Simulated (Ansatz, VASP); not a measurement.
## Si2SnHS2Cl (1T-SnS2 under H-SiSi-Cl chair, AB): VASP beside Ansatz

Wanted: the spread between two codes on one cell, functional and k mesh. The cell is taken from a series of runs on this material, whose earlier steps may have relaxed, scaled, displaced or heated it; both programs get it as it stands.

Main program and level: Ansatz 0.2.0; plane waves, with VASP 6.6.1 beside it; single point at PBE.

## Step 1: Starting point

The cell holds 7 atoms: 2 S, 1 Sn, 1 Cl, 2 Si and 1 H. Cell: a = 3.768 Å, b = 3.768 Å, c = 42.110 Å, α = 90.0°, β = 90.0°, γ = 120.0°. Vacuum lies along c.

## Step 2: VASP: single point, PBE

With cell and atoms fixed, the geometry can't cause a difference; cores, projectors, grids and the points listed under the comparison can.

Lines of VASP's logs that name or quote its potential files are left out, and so is its time.

INCAR

```
SYSTEM = Si2SnHS2Cl
PREC = Accurate
ENCUT = 400
EDIFF = 1E-06
NELM = 120
ISMEAR = -1
SIGMA = 0.05
LREAL = .FALSE.
ALGO = Normal
GGA = PE
NBANDS = 28
LORBIT = 11
LWAVE = .FALSE.
LCHARG = .FALSE.
ISIF = 2
LDIPOL = .TRUE.
IDIPOL = 3
DIPOL = 0.5 0.5 0.274
LVHAR = .TRUE.
LASPH = .TRUE.
GGA_COMPAT = .FALSE.
EFERMI = MIDGAP
NELMDL = -8
KPAR = 2
```

POSCAR

```
Si2SnHS2Cl
1.0
    3.7679239791      0.0000000000      0.0000000000
   -1.8839619896      3.2631178855      0.0000000000
    0.0000000000      0.0000000000     42.1103336876
S Sn Cl Si H
2 1 1 2 1
Direct
    0.6666666667      0.3333333333      0.1462498522
    0.3333333333      0.6666666667      0.2149711316
    0.0000000000      0.0000000000      0.1806191055
    0.0000000000      0.0000000000      0.2873559007
    0.0000000000      0.0000000000      0.3363908340
    0.6666666667      0.3333333333      0.3548797789
    0.6666666667      0.3333333333      0.3905469321
```

KPOINTS

```
Automatic mesh
0
Gamma
9 9 1
0 0 0
```

The projector-augmented-wave data sets are S, Sn_d, Cl, Si and H (PBE family, release 64).

Run with:

```
$ mpirun -np 2 vasp_std
```

Numbers of over 12 decimals in the logs are rounded to 6 here.

The program printed:

```text
[banner, memory and clock lines left out]
running    2 mpi-ranks, on    1 nodes
 distrk:  each k-point on    1 cores,    2 groups
 distr:  one band on    1 cores,    1 groups

 POSCAR found type information on POSCAR S SnClSiH
 POSCAR found :  5 types and       7 ions
 LDA part: xc-table for (Slater+PW92), standard interpolation
 POSCAR, INCAR and KPOINTS ok, starting setup
 FFT: planning ... GRIDC
 FFT: planning ... GRID_SOFT
 FFT: planning ... GRID
 WAVECAR not read
 entering main loop
       N       E                     dE             d eps       ncg     rms          rms(c)
DAV:   1     0.290704897714E+03    0.29070E+03   -0.14185E+04   776   0.929E+02
DAV:   2     0.134023536309E+02   -0.27730E+03   -0.27106E+03   888   0.223E+02
DAV:   3    -0.298010667570E+02   -0.43203E+02   -0.42901E+02   808   0.985E+01
DAV:   4    -0.314867704628E+02   -0.16857E+01   -0.16792E+01   912   0.243E+01
DAV:   5    -0.315318907934E+02   -0.45120E-01   -0.45097E-01   932   0.379E+00
DAV:   6    -0.315336968568E+02   -0.18061E-02   -0.18060E-02   992   0.709E-01
DAV:   7    -0.315337446762E+02   -0.47819E-04   -0.47819E-04   980   0.111E-01
DAV:   8    -0.315337475568E+02   -0.28806E-05   -0.28801E-05   992   0.214E-02    0.118E+01
DAV:   9    -0.306180403415E+02    0.91571E+00   -0.13870E+00   980   0.936E+00    0.780E+00
DAV:  10    -0.304377777084E+02    0.18026E+00   -0.99154E-01   832   0.523E+00    0.114E+00
DAV:  11    -0.304212614011E+02    0.16516E-01   -0.11542E-01   940   0.246E+00    0.852E-01
DAV:  12    -0.304205661527E+02    0.69525E-03   -0.87122E-03   888   0.490E-01    0.466E-01
DAV:  13    -0.304197694754E+02    0.79668E-03   -0.17716E-03   856   0.283E-01    0.169E-01
DAV:  14    -0.304190290818E+02    0.74039E-03   -0.10838E-03   904   0.221E-01    0.680E-02
[...]
DAV:  21    -0.304195331189E+02   -0.75981E-04   -0.35872E-06   728   0.589E-03    0.375E-03
DAV:  22    -0.304195887533E+02   -0.55634E-04   -0.22174E-06   708   0.429E-03    0.108E-03
DAV:  23    -0.304196107615E+02   -0.22008E-04   -0.37179E-07   668   0.204E-03    0.122E-03
DAV:  24    -0.304196276134E+02   -0.16852E-04   -0.43875E-07   628   0.181E-03    0.554E-04
DAV:  25    -0.304196333874E+02   -0.57740E-05   -0.10660E-07   660   0.895E-04    0.343E-04
DAV:  26    -0.304196365205E+02   -0.31331E-05   -0.51942E-08   624   0.858E-04    0.321E-04
DAV:  27    -0.304196391150E+02   -0.25945E-05   -0.51110E-08   636   0.686E-04    0.152E-04
DAV:  28    -0.304196397950E+02   -0.67995E-06   -0.92447E-09   564   0.351E-04
   1 F= -.30419640E+02 E0= -.30419534E+02  d E =-.211872E-03
```

Parts of OUTCAR (step 2):

```text
ion  position               nearest neighbor table
   1  0.667  0.333  0.146-   3 2.61   3 2.61   3 2.61
   2  0.333  0.667  0.215-   3 2.61   3 2.61   3 2.61
   3  0.000  0.000  0.181-   2 2.61   2 2.61   2 2.61   1 2.61   1 2.61   1 2.61
   4  0.000  0.000  0.287-   5 2.06
   5  0.000  0.000  0.336-   4 2.06   6 2.31   6 2.31   6 2.31
   6  0.667  0.333  0.355-   7 1.50   5 2.31   5 2.31   5 2.31
   7  0.667  0.333  0.391-   6 1.50

  LATTYP: Found a hexagonal cell.
 ALAT       =     3.7679239791
 C/A-ratio  =    11.1760040598

 Subroutine GETGRP returns: Found  6 space group operations
 (whereof  6 operations were pure point group operations)

The static configuration has the point symmetry C_3v.

 Found     12 irreducible k-points:

   k-points           NKPTS =     12   k-points in BZ     NKDIM =     12   number of bands    NBANDS=     28

   dimension x,y,z NGX =    28 NGY =   28 NGZ =  280
   dimension x,y,z NGXF=    56 NGYF=   56 NGZF=  560

   ENCUT  =  400.0 eV  29.40 Ry    5.42 a.u.   6.14  6.14 68.67*2*pi/ulx,y,z

   NELECT =      42.0000    total number of electrons

 k-points in reciprocal lattice and weights: Automatic mesh
   0.00000000  0.00000000  0.00000000       0.012
   0.11111111 -0.00000000  0.00000000       0.074
   0.22222222 -0.00000000  0.00000000       0.074
   0.33333333  0.00000000  0.00000000       0.074
   0.44444444 -0.00000000  0.00000000       0.074
   0.11111111  0.11111111  0.00000000       0.074
   0.22222222  0.11111111  0.00000000       0.148
   0.33333333  0.11111111  0.00000000       0.148
   0.44444444  0.11111111  0.00000000       0.074
   0.22222222  0.22222222  0.00000000       0.074
   0.33333333  0.22222222  0.00000000       0.148
   0.33333333  0.33333333  0.00000000       0.025

 dipolmoment           0.000000      0.000000     -0.082712 electrons x Angstroem

 average (electrostatic) potential at core
       1 -93.8359       2 -93.8446       3-109.9729       4 -98.2454       5 -91.8370
       6 -91.2188       7 -39.1978

 E-fermi :  -2.3415

 k-point     1 :       0.0000    0.0000    0.0000
  band No.  band energies     occupation
    ...
     17      -4.1268      2.00000
     18      -3.8574      2.00000
     19      -3.8574      2.00000
     20      -2.5946      1.98741
     21      -2.5946      1.98741
     22      -1.5439      0.00000
     23      -0.6733      0.00000
     24      -0.0512      0.00000
     25       1.1087      0.00000
     26       1.1403      0.00000
    ...

 k-point     2 :       0.1111   -0.0000    0.0000
  band No.  band energies     occupation
    ...
     17      -4.2713      2.00000
     18      -4.0872      2.00000
     19      -3.7387      2.00000
     20      -3.4719      2.00000
     21      -2.8395      1.99991
     22      -1.1156      0.00000
     23      -0.2803      0.00000
     24       0.5209      0.00000
     25       0.8900      0.00000
     26       1.5475      0.00000
    ...

 k-point     3 :       0.2222   -0.0000    0.0000
  band No.  band energies     occupation
    ...
     17      -5.0143      2.00000
     18      -4.6422      2.00000
     19      -3.9867      2.00000
     20      -3.7328      2.00000
     21      -3.2876      2.00000
     22      -1.1020      0.00000
     23      -0.2754      0.00000
     24       0.7011      0.00000
     25       1.1077      0.00000
     26       1.9907      0.00000
    ...

  Total        1.3809566      1.3809566      0.7266996     -0.0000000      0.0000000      0.0000000
  in kB        4.2733358      4.2733358      2.2487539     -0.0000000      0.0000000      0.0000000
  external PRESSURE =       3.5984752 kB  Pullay stress =       0.0000000 kB

  energy-cutoff  :      400.00
  volume of cell :      517.75
      direct lattice vectors                 reciprocal lattice vectors
     3.767923979  0.000000000  0.000000000     0.265398136  0.153227685  0.000000000
    -1.883961990  3.263117885  0.000000000     0.000000000  0.306455370  0.000000000
     0.000000000  0.000000000 42.110333688     0.000000000  0.000000000  0.023747140

 POSITION                                       TOTAL-FORCE (eV/Angst)
 -----------------------------------------------------------------------------------
      1.88396      1.08771      6.15863         0.000000     -0.000000     -0.075007
     -0.00000      2.17541      9.05251         0.000000      0.000000      0.002045
      0.00000      0.00000      7.60593        -0.000000      0.000000     -0.042663
      0.00000      0.00000     12.10065         0.000000      0.000000      0.051413
      0.00000      0.00000     14.16553         0.000000     -0.000000      0.002577
      1.88396      1.08771     14.94411        -0.000000      0.000000      0.050105
      1.88396      1.08771     16.44606        -0.000000      0.000000      0.011529
 -----------------------------------------------------------------------------------
    total drift:                               -0.000000     -0.000000     -0.000062

  FREE ENERGIE OF THE ION-ELECTRON SYSTEM (eV)
  ---------------------------------------------------
  free  energy   TOTEN  =       -30.4196397950 eV

  energy  without entropy=      -30.4194279227  energy(sigma->0) =      -30.41953386

 vacuum level on the upper side and lower side of the slab         2.020         3.237

 total charge
# of ion       s       p       d       tot
------------------------------------------
    1        1.363   2.322   0.000   3.685
    2        1.364   2.322   0.000   3.686
    3        1.022   0.987  10.119  12.128
    4        1.607   3.525   0.000   5.132
    5        0.738   0.938   0.000   1.675
    6        0.747   1.010   0.000   1.758
    7        0.557   0.013   0.000   0.570
--------------------------------------------------
tot          7.399  11.117  10.119  28.634

[... 3 further parts left out ...]
```

## Step 3: Ansatz: single point, PBE

Ansatz runs on its PAW soft_1 files.

The same cell, functional, mesh and smearing now go to Ansatz, which takes its cutoff from its data sets.

input.yaml

```yaml
crystal:
  lattice:
    - [3.7679239791, 0.0, 0.0]
    - [-1.8839619896, 3.2631178855, 0.0]
    - [0.0, 0.0, 42.1103336876]
  atoms:
    - { symbol: S, position: [0.6666666667, 0.3333333333, 0.1462498522] }
    - { symbol: Sn, position: [0.0, 0.0, 0.1806191055] }
    - { symbol: S, position: [0.3333333333, 0.6666666667, 0.2149711316] }
    - { symbol: Cl, position: [0.0, 0.0, 0.2873559007] }
    - { symbol: Si, position: [0.0, 0.0, 0.336390834] }
    - { symbol: Si, position: [0.6666666667, 0.3333333333, 0.3548797789] }
    - { symbol: H, position: [0.6666666667, 0.3333333333, 0.3905469321] }
kpoints:
  mp_grid: { grid: [9, 9, 1] }
hamiltonian:
  xc: pbe
  pseudopotentials: { kind: paw, azcp: { folder: soft_1 } }
scf:
  occupations: { method: fermi_dirac, width: 0.05 }
efield:
  axis: 3
  dipole_correction: true
  ramp_width: 0.05
output:
  forces: true
  write_potential: true
  write_density: true
  volumetric_format: npy
  elf: true
```

Run with:

```
$ ansatz run input.yaml --threads 4 --pin off --max-ram 8192MiB --backend cpu --events-out ev --progress --plain --runs-dir out
```

The program printed:

```text
Engine: ansatz 0.2.0, x86_64-unknown-linux-gnu
Pseudopotentials: kind: paw
Pseudopotential: S, paw, valence charge 6, recommended cutoff 420 eV (normal), soft_1/S.paw.azcp
Pseudopotential: Sn, paw, valence charge 14, recommended cutoff 420 eV (normal), soft_1/Sn.paw.azcp
Pseudopotential: Cl, paw, valence charge 7, recommended cutoff 420 eV (normal), soft_1/Cl.paw.azcp
Pseudopotential: Si, paw, valence charge 4, recommended cutoff 420 eV (normal), soft_1/Si.paw.azcp
Pseudopotential: H, paw, valence charge 1, recommended cutoff 420 eV (normal), soft_1/H.paw.azcp
Functional definition: PBE
  parameter kappa = 0.804
  parameter beta = 0.066725
  exchange = pbe_x(kappa = kappa, mu = beta*pi^2/3)
  correlation = pbe_c(beta = beta)
Crystal: 7 atoms, lattice volume = 517.754 Å³
Basis set: ecut = 420 eV, 10161 PW (Γ), exchange–correlation on 54×54×576 points (8 copies of the dense FFT grid, shifted against one another)
Bands: 28, of which v1, the nominal top of the filled ones, is band 21 counted from 1 (20 counted from 0)
Symmetry: 6 space group operations
Space group: P3m1 (ITA 156), of the structure as read, at distance tolerance 8.0e-5 Å
k-points: 12 of 81 (time reversal used)
Non-local potential: S, projectors of the file, l = 0: 2, l = 1: 2, l = 2: 1
Non-local potential: Sn, projectors of the file, l = 0: 2, l = 1: 2, l = 2: 2, l = 3: 1
Non-local potential: Cl, projectors of the file, l = 0: 2, l = 1: 2, l = 2: 1
Non-local potential: Si, projectors of the file, l = 0: 2, l = 1: 2, l = 2: 1
Non-local potential: H, projectors of the file, l = 0: 2, l = 1: 1
PAW form: soft (Blöchl's): semilocal exchange-correlation on the pseudo side does not see the compensation charge
PAW one-centre angular grid: S, 110 points (default); XC on 64 Gauss nodes
PAW one-centre angular grid: Sn, 590 points (default); XC on 64 Gauss nodes
PAW one-centre angular grid: Cl, 110 points (default); XC on 64 Gauss nodes
PAW one-centre angular grid: Si, 110 points (default); XC on 64 Gauss nodes
PAW one-centre angular grid: H, 110 points (default); XC on 64 Gauss nodes
Initial wavefunctions: pseudopotential atomic-orbital guess
Functional: x = pbe(κ = 0.804, μ = 0.219515), c = pbe(β = 0.066725)
SCF iter   1: F=—  HF=-10198.803384 eV  |F-HF|=—  |Δ(HF+E_count)|=         —  Δρ=2.51e-2  dr2=3.84e0  ethr=3.10e-3  p=0.000 e·Å  D=3.12e-8 V/Å  ΔV_dip=-0.00 eV  dr2_dipole=1.42e-7  V_vac-E_F(+/−)=6.28/6.28 eV  ⟨swp⟩=14.6  Hψ=2656  notcnv=0  defer=1
efield: sawtooth ramp at fractional position 0.7434 (placed from the atoms, in the widest stretch of the axis that holds none; the zero of the levels goes with the place), width 0.0500; the density the first Hamiltonian is built on has a dipole p = 0.000 e·Å; the dipole correction subtracts the counter field D = 3.12e-8 V/Å, which shifts the + side's vacuum level by -0.00 eV against the − side's; the planar-averaged density in the ramp window peaks in size at 7.9e-7 e/Å³
preconditioner: auto → Resta (q_TF=auto, 1.795 Å⁻¹)  ε∞=1.9  [insulator: Δε(μ)=1.593 eV  Ē_g=9.758 eV  σ=0.050 eV  W_gap=1.00  n_scr=24 (ndim 8)  ℏωp=9.2 eV  f_vac=0.678  D(μ)=0.00/eV (n_scr^D=0)  ε∞_Penn≈1.9  vacuum switching on, ρ_ref=6.9e-3 e/Å³]
SCF iter   2: F=—  HF=-10197.805659 eV  |F-HF|=—  |Δ(HF+E_count)|=   9.98e-1  Δρ=1.12e-2  dr2=5.74e-1  ethr=3.10e-3  p=0.009 e·Å  D=3.12e-3 V/Å  ΔV_dip=-0.13 eV  dr2_dipole=4.55e-3  V_vac-E_F(+/−)=5.75/5.88 eV  ⟨swp⟩=3.5  Hψ=746  notcnv=0  defer=22
SCF iter   3: F=—  HF=-10197.697466 eV  |F-HF|=—  |Δ(HF+E_count)|=   1.08e-1  Δρ=3.64e-3  dr2=9.97e-2  ethr=1.37e-3  p=0.080 e·Å  D=2.79e-2 V/Å  ΔV_dip=-1.17 eV  dr2_dipole=1.13e-3  V_vac-E_F(+/−)=4.51/5.68 eV  ⟨swp⟩=3.9  Hψ=637  notcnv=0  defer=22
SCF iter   4: F=—  HF=-10197.684749 eV  |F-HF|=—  |Δ(HF+E_count)|=   1.27e-2  Δρ=9.16e-4  dr2=1.63e-2  ethr=2.37e-4  p=0.064 e·Å  D=2.24e-2 V/Å  ΔV_dip=-0.94 eV  dr2_dipole=2.23e-3  V_vac-E_F(+/−)=4.59/5.53 eV  ⟨swp⟩=4.8  Hψ=748  notcnv=0  defer=19
SCF iter   5: F=—  HF=-10197.683380 eV  |F-HF|=—  |Δ(HF+E_count)|=   1.37e-3  Δρ=4.84e-4  dr2=2.66e-3  ethr=3.88e-5  p=0.090 e·Å  D=3.13e-2 V/Å  ΔV_dip=-1.32 eV  dr2_dipole=3.49e-4  V_vac-E_F(+/−)=4.32/5.64 eV  ⟨swp⟩=3.4  Hψ=569  notcnv=0  defer=19
SCF iter   6: F=—  HF=-10197.683517 eV  |F-HF|=—  |Δ(HF+E_count)|=   1.37e-4  Δρ=2.06e-4  dr2=4.86e-4  ethr=6.33e-6  p=0.084 e·Å  D=2.92e-2 V/Å  ΔV_dip=-1.23 eV  dr2_dipole=3.24e-6  V_vac-E_F(+/−)=4.36/5.59 eV  ⟨swp⟩=1.9  Hψ=421  notcnv=0  defer=19
SCF iter   7: F=—  HF=-10197.683666 eV  |F-HF|=—  |Δ(HF+E_count)|=   1.49e-4  Δρ=1.42e-4  dr2=5.99e-4  ethr=1.16e-6  p=0.086 e·Å  D=2.99e-2 V/Å  ΔV_dip=-1.26 eV  dr2_dipole=5.37e-5  V_vac-E_F(+/−)=4.35/5.62 eV  ⟨swp⟩=2.3  Hψ=474  notcnv=0  defer=19
SCF iter   8: F=—  HF=-10197.683641 eV  |F-HF|=—  |Δ(HF+E_count)|=   2.55e-5  Δρ=6.28e-5  dr2=1.07e-4  ethr=1.16e-6  p=0.085 e·Å  D=2.96e-2 V/Å  ΔV_dip=-1.24 eV  dr2_dipole=8.94e-6  V_vac-E_F(+/−)=4.36/5.60 eV  ⟨swp⟩=1.8  Hψ=334  notcnv=0  defer=19
SCF iter   9: F=—  HF=-10197.683638 eV  |F-HF|=—  |Δ(HF+E_count)|=   3.11e-6  Δρ=1.62e-5  dr2=4.43e-6  ethr=2.56e-7  p=0.084 e·Å  D=2.94e-2 V/Å  ΔV_dip=-1.24 eV  dr2_dipole=2.12e-7  V_vac-E_F(+/−)=4.36/5.59 eV  ⟨swp⟩=1.9  Hψ=365  notcnv=0  defer=19
SCF iter  10: F=—  HF=-10197.683652 eV  |F-HF|=—  |Δ(HF+E_count)|=   1.47e-5  Δρ=3.36e-6  dr2=1.28e-7  ethr=1.05e-8  p=0.084 e·Å  D=2.94e-2 V/Å  ΔV_dip=-1.24 eV  dr2_dipole=1.14e-8  V_vac-E_F(+/−)=4.36/5.59 eV  ⟨swp⟩=2.1  Hψ=483  notcnv=0  defer=19
SCF iter  11: F=-10197.683652 eV  HF=-10197.683652 eV  |F-HF|=7.26e-10  |Δ(HF+E_count)|=   3.05e-8  Δρ=1.10e-6  dr2=7.77e-9  ethr=2.38e-10  p=0.084 e·Å  D=2.93e-2 V/Å  ΔV_dip=-1.24 eV  dr2_dipole=4.87e-12  V_vac-E_F(+/−)=4.36/5.59 eV  ⟨swp⟩=22.6  Hψ=3432  notcnv=0
SCF 1 converged in 11 iterations: F = -10197.683652 eV  dr2 = 7.77e-9
  greatest PAW one-centre occupation: 0.993 electrons in one spin orbital (limit 2), on the Sn atom at site 1 (counted from 0), in its partial waves of l = 2
WARN: The output density's exchange-correlation potential varies sharply where the density is thin. Do not read a vacuum level from v_tot or v_xc, or from such a field of the output density. On a cell that repeats whose density bears no net charge and no dipole along the vacuum's axis use v_es (v_loc + v_h of the components); under efield.dipole_correction with no amplitude use v_es + v_field, which holds any externa [...]
SCF converged after 11 iterations
Free energy (F): -10197.683652 eV
Harris-Foulkes:  -10197.683652 eV  (|F-HF|=7.26e-10)
Internal energy: -10197.683441 eV  (E = F + TS)
E sigma→0 (E₀):  -10197.683547 eV
Entropy (-TS):   -0.000211 eV (-0.030 meV/atom)
Fermi energy:    -2.015376 eV
Dipole field:    D = 0.029337 V/Å  (p = 0.083942 e·Å, saw-weighted, corrected)
Work function:   Φ+ = 4.3583 eV   Φ− = 5.5937 eV
Levels:          The Fermi level and band energies are counted from a zero that moves with the ramp; work functions are not
--- Per-component energies (eV) ---
  E_band       = -496.389616
  E_kinetic    = 626.070242
  E_local      = -52636.002364  (includes V_loc(G=0)·N_el)
  E_nonlocal   = 291.897804
  E_hartree    = 26019.827252
  E_xc         = -530.910220
  E_vxc        = -466.463160  (∫ρ·V_xc dr)
  E_paw        = -7271.989017  (= ΣΔE_a)
  E_vpaw       = -353.290837  (= ΣTr[D̂ρ^β])
  E_aug_tail   = -0.000468  (compensation charges beyond the density's cutoff)
  E_efield     = 0.001231  (sawtooth field / dipole correction)
  E_vefield    = 1.743900  (∫n·V_field dr)
  E_ewald      = 23303.422097
  E_smearing   = -0.000211  (= −TS)
  E_closure    = -0.000000  (closes the sum)
  Σ components = -10197.683652   (vs F -10197.683652, Δ=0.00e0)
--- Forces (eV/Å), atoms counted from 1 ---
  atom   1  S      0.00000000     0.00000000    -0.07825127
  atom   2  Sn     0.00000000    -0.00000000    -0.04228957
  atom   3  S     -0.00000000    -0.00000000     0.00487316
  atom   4  Cl     0.00000000     0.00000000     0.00633291
  atom   5  Si    -0.00000000     0.00000000     0.04336642
  atom   6  Si     0.00000000     0.00000000     0.05064218
  atom   7  H     -0.00000000     0.00000000     0.01532973
  max |Σ_I F_I| component: 3.55e-6 eV/Å
--- Band table (eV; the first three rows and the last of 12) ---
  k-point 0: bands = [... 17 lower, -3.5324, -3.5324, -2.2687, -2.2687, -1.2317, -0.3538, 0.2707, 1.4229, ... 3 higher]
  k-point 1: bands = [... 17 lower, -3.7513, -3.4135, -3.1453, -2.5136, -0.7992, 0.0385, 0.8417, 1.2085, ... 3 higher]
  k-point 2: bands = [... 17 lower, -4.3122, -3.6515, -3.4073, -2.9614, -0.7781, 0.0454, 1.0160, 1.4232, ... 3 higher]
  k-point 11: bands = [... 17 lower, -4.9836, -4.8137, -3.7526, -3.7267, -0.6427, 1.0130, 1.7225, 2.5245, ... 3 higher]
```

Reading the cycles: dr2 is the Hartree energy of the density residual (eV), the measure of convergence; HF is the Harris–Foulkes estimate of the energy, which meets the free energy F at convergence.

## Step 4: Comparison

Known differences besides the potentials themselves: the cutoff is 420 eV in Ansatz and 400 eV in VASP. Total energies have different zeros and are not compared.

Both answers:

| quantity | Ansatz | VASP | difference |
| --- | --- | --- | --- |
| gap on the k mesh (eV) | 0.561 | 0.560 | +0.001 |

Forces (eV/Å; atoms numbered as in POSCAR):

| atom | Ansatz x, y, z | VASP x, y, z |
| --- | --- | --- |
| S1 | 0.000, 0.000, -0.078 | 0.000, 0.000, -0.075 |
| S2 | 0.000, 0.000, 0.005 | 0.000, 0.000, 0.002 |
| Sn3 | 0.000, 0.000, -0.042 | 0.000, 0.000, -0.043 |
| Cl4 | 0.000, 0.000, 0.006 | 0.000, 0.000, 0.051 |
| Si5 | 0.000, 0.000, 0.043 | 0.000, 0.000, 0.003 |
| Si6 | 0.000, 0.000, 0.051 | 0.000, 0.000, 0.050 |
| H7 | 0.000, 0.000, 0.015 | 0.000, 0.000, 0.012 |

The forces differ by 13 meV/Å r.m.s., which is 54.1 % of the r.m.s. force of 0.025 eV/Å (both taken over all components). A gap on the mesh is an upper bound, since the band edges may lie between its points. With vacuum in the cell, a pressure given here is an average over mostly empty space and none of the material.

## Step 5: Outcome

| Item | Value |
| --- | --- |
| r.m.s. force difference (single point, PBE) | 13 meV/Å |

What this shows: The r.m.s. force difference is 13 meV/Å (single point, PBE), beyond the 12 meV/Å picked in this series as the mark of a large difference. What causes the difference of the single point, PBE pair stays open here. Such differences can come from data sets, numerical settings and the points named under the comparisons, not from the functional's error against experiment.

[Lines on the potential files, build, host, timing and source positions are cut from VASP's logs without a mark.]

[Logs are printed without paths, hosts, clocks, repeated set-up lines and the standing remarks that a program may print on its own settings, such as how far it seeks lower states.]

[Hosts, paths, dates, database ids (printed as entryN), source tags and the programs' standing remarks are cut or masked in the printed files.]
